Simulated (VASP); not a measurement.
All values below come from vdW-DF2, VASP's PBE PAW potentials (set 64) (plane waves; VASP).

VASP ran on this input.

INCAR:
```
AGGAC=0.0
ALGO=Normal
EDIFF=1E-7
ENCUT=520
GGA=ML
ISIF=2
ISMEAR=0
LASPH=.TRUE.
LCHARG=.FALSE.
LREAL=.FALSE.
LUSE_VDW=.TRUE.
LWAVE=.FALSE.
NELM=100
PREC=Accurate
SIGMA=0.05
SYSTEM=MgS
ZAB_VDW=-1.8867
```

### POSCAR
```
MgS
1
    0.0000000000     2.6446688315     2.6446688315
    2.6446688315     0.0000000000     2.6446688315
    2.6446688315     2.6446688315     0.0000000000
Mg S
1 1
Direct
  0.0000000000   0.0000000000   0.0000000000
  0.5000000000   0.5000000000   0.5000000000
```

KPOINTS:
```
Regular mesh
0
Gamma
9 9 9
0 0 0
```

POTCAR, in this order: Mg S (PBE.64 set). Program: vasp_std.

Question: Estimate the energy per atom (σ→0).

Answer: 
```yaml
energy per atom (σ→0): -2.630 eV/atom
```

File OSZICAR:
```
...
DAV:   8    -0.525942277734E+01   -0.10700E-01   -0.31866E-02   584   0.230E+00    0.119E+00
DAV:   9    -0.525892961179E+01    0.49317E-03   -0.10361E-03   792   0.304E-01    0.291E-01
DAV:  10    -0.525914872317E+01   -0.21911E-03   -0.50954E-04   648   0.253E-01    0.542E-02
DAV:  11    -0.525913893452E+01    0.97887E-05   -0.75872E-05   720   0.472E-02    0.441E-03
DAV:  12    -0.525913944124E+01   -0.50672E-06   -0.23282E-06   656   0.176E-02    0.123E-02
DAV:  13    -0.525913955207E+01   -0.11083E-06   -0.46928E-07   744   0.815E-03    0.614E-04
DAV:  14    -0.525913951443E+01    0.37641E-07   -0.68087E-09   336   0.923E-04
   1 F= -.52591395E+01 E0= -.52591395E+01  d E =-.161901E-10
```

The compound is MgS in the rock salt structure. It was relaxed first, which changed the volume by +5 %.
